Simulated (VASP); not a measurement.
Calculation: PBE GGA, VASP's PBE PAW potentials (set 64) (plane waves; VASP 6.6.1).

Input for VASP

File POSCAR:
```
NaI
1
    0.0000000000     3.2637976522     3.2637976522
    3.2637976522     0.0000000000     3.2637976522
    3.2637976522     3.2637976522    -0.0000000000
Na I
1 1
Direct
  0.0000000000   0.0000000000   0.0000000000
  0.5000000000   0.5000000000   0.5000000000
```

**INCAR**
```
! general
SYSTEM  = NaI
PREC    = Accurate
ENCUT   = 520
LREAL   = .FALSE.   ! projection in real space or not
LASPH   = .TRUE.   ! aspherical one-centre terms

! electronic loop
EDIFF   = 1E-6   ! SCF stop (eV)
NELM    = 100   ! most electronic steps
ALGO    = Normal
LMAXMIX = 4   ! l cut-off of mixed one-centre charges

! smearing
ISMEAR  = 0   ! Gaussian
SIGMA   = 0.05   ! width (eV)

! functional
GGA     = PE   ! PBE

! ions
IBRION  = 2   ! conjugate gradients
NSW     = 60   ! most ionic steps
ISIF    = 3   ! ions, shape and volume
EDIFFG  = -0.01   ! ionic stop

! output
LWAVE   = .FALSE.
LCHARG  = .FALSE.
```

### KPOINTS
```
Automatic mesh
0
Gamma
6 6 6
0 0 0
```

POTCAR, in this order: Na_pv I (PBE.64 set). Program: vasp_std.

The run wrote:

File OSZICAR:
```
       N       E                     dE             d eps       ncg     rms          rms(c)
DAV:   1     0.756527148262E+02    0.75653E+02   -0.68998E+03   352   0.115E+03
DAV:   2     0.107763700951E+01   -0.74575E+02   -0.70200E+02   374   0.226E+02
DAV:   3    -0.527260183051E+01   -0.63502E+01   -0.63117E+01   424   0.683E+01
DAV:   4    -0.545314384889E+01   -0.18054E+00   -0.18042E+00   426   0.127E+01
DAV:   5    -0.545875028324E+01   -0.56064E-02   -0.56063E-02   414   0.225E+00    0.162E+00
DAV:   6    -0.539453434313E+01    0.64216E-01   -0.91804E-02   412   0.200E+00    0.110E+00
DAV:   7    -0.538524302281E+01    0.92913E-02   -0.76560E-02   403   0.169E+00    0.588E-01
DAV:   8    -0.538744551385E+01   -0.22025E-02   -0.55782E-03   358   0.722E-01    0.157E-01
DAV:   9    -0.538741202249E+01    0.33491E-04   -0.15057E-04   409   0.136E-01    0.460E-02
DAV:  10    -0.538742676809E+01   -0.14746E-04   -0.43336E-05   400   0.803E-02    0.692E-03
DAV:  11    -0.538742709465E+01   -0.32657E-06   -0.45951E-06   376   0.247E-02
   1 F= -.53874271E+01 E0= -.53874271E+01  d E =-.538743E+01
```

**OUTCAR**
```
------------------------ aborting loop because EDIFF is reached ----------------------------------------
  FORCE on cell =-STRESS in cart. coord.  units (eV):
  Direction    XX          YY          ZZ          XY          YZ          ZX
  --------------------------------------------------------------------------------------
  Total        0.0152327      0.0152327      0.0152327     -0.0000000      0.0000000      0.0000000
  in kB        0.3509838      0.3509838      0.3509838     -0.0000000      0.0000000      0.0000000
  external PRESSURE =       0.3509838 kB  Pullay stress =       0.0000000 kB
  volume of cell :       69.53
      direct lattice vectors                 reciprocal lattice vectors
     0.000000000  3.263797652  3.263797652    -0.153195772  0.153195772  0.153195772
     3.263797652  0.000000000  3.263797652     0.153195772 -0.153195772  0.153195772
     3.263797652  3.263797652  0.000000000     0.153195772  0.153195772 -0.153195772
  FREE ENERGIE OF THE ION-ELECTRON SYSTEM (eV)
  ---------------------------------------------------
  free  energy   TOTEN  =        -5.3874270947 eV

  energy  without entropy=       -5.3874270947  energy(sigma->0) =       -5.38742709

 reached required accuracy - stopping structural energy minimisation
```
(Selected blocks of OUTCAR.)

The compound is NaI in the rock salt structure. It was relaxed first. The start is the result of an earlier pass.
